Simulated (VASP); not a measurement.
# YAl3N4 (P-1) in VASP: a series of runs

Runs on YAl3N4. Level: LDA. Tasks: single point.

Everything below comes from runs of VASP 6.6.1. Logs are shortened: lines on timing, memory, paths and dates and some standing lists are left out, and cuts for length are marked.

## (1) The structure

The typed cell holds 16 atoms: a = 5.734 Å, b = 5.706 Å, c = 6.985 Å, α = 108.69°, β = 89.78°, γ = 120.41°.

The cell comes from a database or a generator and needn't be the stable form of this composition.

## (2) Single point, LDA

The input, INCAR:

```
PREC = Accurate
ENCUT = 520
EDIFF = 1E-6
ISMEAR = 0
SIGMA = 0.02
LREAL = Auto
LASPH = True
NELM = 100
ALGO = Fast
ISIF = 2
LWAVE = False
LCHARG = True
GGA = CA
LELF = True
LVHAR = True
NBANDS = 54
```

The input, KPOINTS:

```
Automatic mesh
0
Gamma
  6 6 4
```

The input, POSCAR:

```
YAl3N4
1.0
    4.9715957864     -2.8570264318      0.0087677293
   -3.3879310894     -0.1118069892     -4.5903818069
    3.5039406859      6.0425168485      0.0489626296
Y Al N
2 6 8
Direct
    0.3195106529      0.0089189183     -0.0119667998
    0.9304893471      0.4910810817      0.1369667998
    0.8300777093     -0.0174952196      0.2552887337
    0.3551127912      0.0730929562      0.5147335417
    0.8241323098     -0.0407216987      0.7314264265
    0.4258676902      0.5407216987      0.3935735735
    0.8948872088      0.4269070438      0.6102664583
    0.4199222907      0.5174952196      0.8697112663
    0.5516383491      0.5325517525      0.1401929038
    0.0630033854      0.4216705711      0.3921204198
    0.6092761988      0.5133526440      0.6133523444
    0.0918278195      0.5220499776      0.8543665584
    0.6983616509     -0.0325517525     -0.0151929038
    0.1581721805     -0.0220499776      0.2706334416
    0.6407238012     -0.0133526440      0.5116476556
    0.1869966146      0.0783294289      0.7328795802
```

Potentials or basis: VASP PAW LDA potentials, release 64 (Y_sv, Al, N).

On the command line:

```sh
$ cat potpaw_LDA.64/Y_sv/POTCAR potpaw_LDA.64/Al/POTCAR potpaw_LDA.64/N/POTCAR > POTCAR
$ mpirun -np 1 vasp_std > vasp.out
```

OUTCAR:

```text
PREC = Accurate
   ENCUT = 520
   EDIFF = 1E-6
   ISMEAR = 0
   LREAL = Auto
   LASPH = True
   NELM = 100
   ISIF = 2
   GGA = CA

 ion  position               nearest neighbor table
   1  0.320  0.009  0.988-  16 2.16  14 2.20  12 2.23  13 2.30   9 2.40   8 3.00   8 3.05   2 3.06
                             2 3.17   7 3.19   6 3.20   5 3.20   3 3.33   4 3.44   5 3.48   3 3.57
   2  0.930  0.491  0.137-  10 2.16  12 2.20  14 2.23   9 2.30  13 2.40   3 3.00   3 3.05   1 3.06
                             1 3.17   4 3.19   5 3.20   6 3.20   8 3.33   7 3.44   6 3.48   8 3.57
   3  0.830  0.983  0.255-  14 1.90  13 2.00  10 2.02   9 2.08  15 2.09   7 2.78   6 2.88   8 3.00
                             2 3.00   2 3.05   6 3.13   4 3.24   1 3.33   1 3.57
   4  0.355  0.073  0.515-  16 1.80  14 1.81  15 1.93  11 2.03   7 2.63   8 2.78   6 2.89   6 3.12
                             2 3.19   3 3.24   5 3.25   1 3.44   1 3.57
   5  0.824  0.959  0.731-  16 1.83  13 1.90  15 1.95  11 2.04   6 2.72   8 2.88   7 2.89   7 3.12
                             8 3.13   2 3.20   1 3.20   4 3.25   1 3.48
   6  0.426  0.541  0.394-  10 1.83   9 1.90  11 1.95  15 2.04   5 2.72   3 2.88   4 2.89   4 3.12
                             3 3.13   1 3.20   2 3.20   7 3.25   2 3.48
   7  0.895  0.427  0.610-  10 1.80  12 1.81  11 1.93  15 2.03   4 2.63   3 2.78   5 2.89   5 3.12
                             1 3.19   8 3.24   6 3.25   2 3.44   2 3.57
   8  0.420  0.517  0.870-  12 1.90   9 2.00  16 2.02  13 2.08  11 2.09   4 2.78   5 2.88   3 3.00
                             1 3.00   1 3.05   5 3.13   7 3.24   2 3.33   2 3.57
   9  0.552  0.533  0.140-   6 1.90   8 2.00   3 2.08   2 2.30   1 2.40
  10  0.063  0.422  0.392-   7 1.80   6 1.83   3 2.02   2 2.16
  11  0.609  0.513  0.613-   7 1.93   6 1.95   4 2.03   5 2.04   8 2.09
  12  0.092  0.522  0.854-   7 1.81   8 1.90   2 2.20   1 2.23
  13  0.698  0.967  0.985-   5 1.90   3 2.00   8 2.08   1 2.30   2 2.40
  14  0.158  0.978  0.271-   4 1.81   3 1.90   1 2.20   2 2.23
  15  0.641  0.987  0.512-   4 1.93   5 1.95   7 2.03   6 2.04   3 2.09
  16  0.187  0.078  0.733-   4 1.80   5 1.83   8 2.02   1 2.16

  LATTYP: Found a triclinic cell.
 ALAT       =     7.4706937968
 B/A-ratio  =     1.3039242272
 C/A-ratio  =     0.7675404637
 COS(alpha) =     0.0016480378
 COS(beta)  =     0.3830124631
 COS(gamma) =     0.8134086587

  Lattice vectors:

 A1 = (   0.1160095965,   5.9307098593,  -4.5414191773)
 A2 = (   1.6996742935,   2.9618764383,  -9.1230332549)
 A3 = (  -4.9715957864,   2.8570264318,  -0.0087677293)

Analysis of symmetry for initial positions (statically):
=====================================================================
 Subroutine PRICEL returns:
 Original cell was already a primitive cell.

 Routine SETGRP: Setting up the symmetry group for a
 triclinic supercell.

 Subroutine GETGRP returns: Found  2 space group operations
 (whereof  1 operations were pure point group operations)
 out of a pool of  2 trial point group operations.
[... 161 lines left out ...]
   EFERMI_NEDOS =   21; number of points for ismear=-14 and -15
   IALGO  =     68    algorithm
   IMIX   =      4    mixing-type and parameters
     AMIX     =   0.40;   BMIX     =  1.00
     AMIX_MAG =   1.60;   BMIX_MAG =  1.00
  volume/ion in A,a.u.               =      11.45        77.26
  Fermi-wavevector in a.u.,A,eV,Ry     =   1.242078  2.347186 20.990481  1.542757
  Thomas-Fermi vector in A             =   2.376448
   LORBIT       =      0    0 simple, 1 ext, 2 COOP (PROOUT), +10 PAW based schemes
   GGA     = CA    functional components
   LHFCALC =     F    Hartree Fock is set to
   AEXX    =    0.0000 exact exchange contribution
   IVDW    =     0    specifies the selected vdW correction
   LEPSILON=     F    determine dielectric tensor
   LRPA    =     F    only Hartree local field effects (RPA)
 non-spin polarized calculation
 RMM-DIIS sequential band-by-band and
 Gauss-broadening in eV      SIGMA  =   0.02
  energy-cutoff  :      520.00
  volume of cell :      183.18
 maximum number of plane-waves:      4958
 NGX is ok and might be reduce to    48
   NGX = 21   NGY = 21   NGZ = 25

 number of electron      79.9999999 magnetization

 Free energy of the ion-electron system (eV)
  ---------------------------------------------------
  ext. energy  EPLUGINS =         0.00000000
  ---------------------------------------------------
  free energy    TOTEN  =      -134.36145582 eV

  energy without entropy =     -134.36145582  energy(sigma->0) =     -134.36145582

 E-fermi :   6.1706     XC(G=0): -11.3049

 val. band max:        5.9498968977   @ k =   0.0000   0.0000   0.0000
 cond. band min:       8.3042278918   @ k =  -0.0000  -0.3333   0.2500
 fundamental gap:      2.3543309941
 Fermi energy:         6.1706222304

 k-point     1 :       0.0000    0.0000    0.0000
  band No.  band energies     occupation
      1     -34.2410      2.00000
      2     -34.1004      2.00000
      3     -15.2977      2.00000
      4     -14.8537      2.00000
      5     -14.7883      2.00000
      6     -14.7089      2.00000
[... 1309 lines left out ...]
     51      12.3941      0.00000
     52      12.8895      0.00000

 [... further k-points ...]

 [bands above 52 left out]

------------------------ aborting loop because EDIFF is reached ----------------------------------------

  FORCE on cell =-STRESS in cart. coord.  units (eV):
  Direction    XX          YY          ZZ          XY          YZ          ZX
  --------------------------------------------------------------------------------------
  -------------------------------------------------------------------------------------
  Total        0.5314040      0.5653934      0.2401183     -0.0148913     -0.0099622     -0.0846080
  in kB        4.6480115      4.9453051      2.1002332     -0.1302491     -0.0871362     -0.7400373
  external PRESSURE =       3.8978499 kB  Pullay stress =       0.0000000 kB

 VOLUME and BASIS-vectors are now :
 -----------------------------------------------------------------------------
  energy-cutoff  :      520.00
  volume of cell :      183.18
      direct lattice vectors                 reciprocal lattice vectors
     4.971595786 -2.857026432  0.008767729     0.151395409 -0.086903062 -0.109620695
    -3.387931089 -0.111806989 -4.590381807     0.001052904  0.001161184 -0.218652182
     3.503940686  6.042516849  0.048962630     0.071602350  0.124425881 -0.055876727

 POSITION                                       TOTAL-FORCE (eV/Angst)
 -----------------------------------------------------------------------------------
      5.02027      5.05636      0.01024         0.006705     -0.000247     -0.004000
      3.44219     -1.88571     -2.23939        -0.006705      0.000247      0.004000
      1.69267     -0.93882     -4.49029        -0.022008      0.012786      0.007116
      3.32144      2.08755     -0.30721         0.033545     -0.023918     -0.001652
      3.41016      1.95783     -4.36042        -0.022542      0.009045      0.003311
      1.66437      1.10100     -2.45911         0.022542     -0.009045     -0.003311
[... 8 lines left out ...]
      1.63551      1.15076     -4.49842        -0.002690     -0.005994      0.003146
      3.23226      3.88543     -0.32204         0.022214      0.022471      0.004321
 -----------------------------------------------------------------------------------
    total drift:                                0.000003     -0.000004      0.000014

  FREE ENERGIE OF THE ION-ELECTRON SYSTEM (eV)
  ---------------------------------------------------
  free  energy   TOTEN  =      -134.3614558230 eV

  energy  without entropy=     -134.3614558230  energy(sigma->0) =     -134.36145582
```

OSZICAR:

```text
N       E                     dE             d eps       ncg     rms          rms(c)
DAV:   1     0.417309030938E+03    0.41731E+03   -0.38680E+04  8208   0.140E+03
DAV:   2    -0.117679707664E+03   -0.53499E+03   -0.50725E+03 10328   0.316E+02
DAV:   3    -0.156026752744E+03   -0.38347E+02   -0.38031E+02 10976   0.796E+01
[... 13 lines left out ...]
RMM:  17    -0.134361429602E+03   -0.71448E-04   -0.83898E-04 15436   0.834E-02    0.203E-02
RMM:  18    -0.134361451075E+03   -0.21473E-04   -0.16399E-04 15831   0.321E-02    0.279E-02
RMM:  19    -0.134361454122E+03   -0.30466E-05   -0.53105E-05 15577   0.187E-02    0.925E-03
RMM:  20    -0.134361455588E+03   -0.14660E-05   -0.12703E-05 13424   0.946E-03    0.928E-03
RMM:  21    -0.134361455823E+03   -0.23504E-06   -0.74935E-06 12097   0.876E-03
   1 F= -.13436146E+03 E0= -.13436146E+03  d E =-.993986E-57
```

It took 16 min on 1 thread of Intel Xeon 6975P-C (Granite Rapids), shared host; peak memory 0.56 GiB.

What came out:

- Free energy: -134.3615 eV
- Pressure: 0.4 GPa
- Largest force: 0.041 eV/Å
- Band gap on the k mesh: 2.35 eV, indirect (least direct gap 2.54 eV)

Forces on the atoms (eV/Å):
```
Y    0.007  0.000 -0.004
Y   -0.007  0.000  0.004
Al  -0.022  0.013  0.007
Al   0.034 -0.024 -0.002
Al  -0.023  0.009  0.003
Al   0.023 -0.009 -0.003
Al  -0.034  0.024  0.002
Al   0.022 -0.013 -0.007
N    0.002 -0.014  0.001
N   -0.022 -0.022 -0.004
N    0.003  0.006 -0.003
N    0.010  0.032 -0.003
N   -0.002  0.014 -0.001
N   -0.010 -0.032  0.003
N   -0.003 -0.006  0.003
N    0.022  0.022  0.004
```

Stress tensor (GPa, compression positive):
```
 0.46 -0.01 -0.07
-0.01  0.49 -0.01
-0.07 -0.01  0.21
```

A k mesh can miss the band edges. Expect the measured gap to be larger: semilocal functionals such as LDA lack the derivative discontinuity.

## (3) Single point, LDA

This run uses another cell than the first one, of 12.11 Å³/atom, 1.058 times its volume.

The input, INCAR:

```
SYSTEM = YAl3N4
ALGO = Fast
EDIFF = 1E-6
ENCUT = 520
GGA = CA
ISIF = 2
ISMEAR = 0
LASPH = .True.
LCHARG = .True.
LELF = .True.
LREAL = Auto
LVHAR = .True.
LWAVE = .False.
NBANDS = 54
NELM = 100
PREC = Accurate
SIGMA = 0.1
```

The input, KPOINTS:

```
k-points
0
Gamma
  4 4 4
  0 0 0
```

The input, POSCAR:

```
YAl3N4
1.0
    4.9260000000     -2.8440274260      0.0000000000
   -3.2840000000      0.0000000000     -5.1865000000
    3.2840000000      5.6880548521      0.0000000000
Y Al N
2 6 8
Direct
    0.3333333300      0.0000000000      0.0000000000
    0.9166666700      0.5000000000      0.1250000000
    0.8333333300      0.0000000000      0.2500000000
    0.3333333300      0.0000000000      0.5000000000
    0.8333333300      0.0000000000      0.7500000000
    0.4166666700      0.5000000000      0.3750000000
    0.9166666700      0.5000000000      0.6250000000
    0.4166666700      0.5000000000      0.8750000000
    0.5833333300      0.5000000000      0.1250000000
    0.0833333300      0.5000000000      0.3750000000
    0.5833333300      0.5000000000      0.6250000000
    0.0833333300      0.5000000000      0.8750000000
    0.6666666700      0.0000000000      0.0000000000
    0.1666666700      0.0000000000      0.2500000000
    0.6666666700      0.0000000000      0.5000000000
    0.1666666700      0.0000000000      0.7500000000
```

Potentials or basis: VASP PAW LDA potentials, release 64 (Y_sv, Al, N).

On the command line:

```sh
$ cat potpaw_LDA.64/Y_sv/POTCAR potpaw_LDA.64/Al/POTCAR potpaw_LDA.64/N/POTCAR > POTCAR
$ mpirun -np 1 vasp_std > vasp.out
```

Wall time 12 min (1 thread of Intel Xeon Platinum 8488C (Sapphire Rapids), shared host); peak memory 0.39 GiB.

The run converged. Its results:

```yaml
Free_energy: -126.8462 eV
Pressure: 10.7 GPa
Largest_force: 8.134 eV/Å
Band_gap_on_the_k_mesh: 2.04 eV, direct
```

Forces in eV/Å, atoms in the order of the input:
```
Y   -0.613 -0.164  0.077
Y    0.613  0.164 -0.077
Al   0.439  0.218 -0.130
Al  -0.314  0.396 -0.179
Al   0.199 -0.599  0.224
Al  -0.199  0.599 -0.224
Al   0.314 -0.396  0.179
Al  -0.439 -0.218  0.130
N   -7.055  4.048  0.018
N    6.693  3.938  0.039
N    0.335 -0.148 -0.027
N   -0.040 -7.805 -0.063
N    7.055 -4.048 -0.018
N    0.040  7.805  0.063
N   -0.335  0.148  0.027
N   -6.693 -3.938 -0.039
```

Stress tensor (GPa, compression positive):
```
 23.07  -0.34  -0.39
 -0.34  23.25   0.73
 -0.39   0.73 -14.09
```

Levels at points of the mesh, in eV from the valence-band top:
| k point | band 38 | band 39 | band 40 | band 41 | band 42 | band 43 |
| --- | --- | --- | --- | --- | --- | --- |
| (0.00, 0.00, 0.00) | -0.86 | -0.52 | 0.00 | 2.04 | 3.38 | 3.43 |
| (0.50, 0.00, 0.00) | -0.85 | -0.65 | -0.49 | 3.30 | 3.76 | 4.25 |
| (0.50, 0.50, 0.00) | -0.75 | -0.58 | -0.49 | 3.48 | 3.76 | 3.86 |
| (0.00, 0.50, 0.00) | -1.37 | -0.79 | -0.49 | 3.81 | 3.98 | 3.98 |
| (0.00, 0.00, 0.50) | -0.90 | -0.64 | -0.58 | 3.59 | 3.79 | 4.07 |
| (0.50, 0.00, 0.50) | -0.86 | -0.48 | -0.33 | 3.82 | 4.20 | 4.36 |
| (0.50, 0.50, 0.50) | -1.03 | -0.47 | -0.33 | 3.76 | 3.90 | 4.16 |
| (0.00, 0.50, 0.50) | -1.05 | -0.86 | -0.85 | 3.28 | 3.36 | 4.52 |

Caveat: forces of over 1 eV/Å show positions far from the minimum, so gaps and moduli don't describe the material at rest.
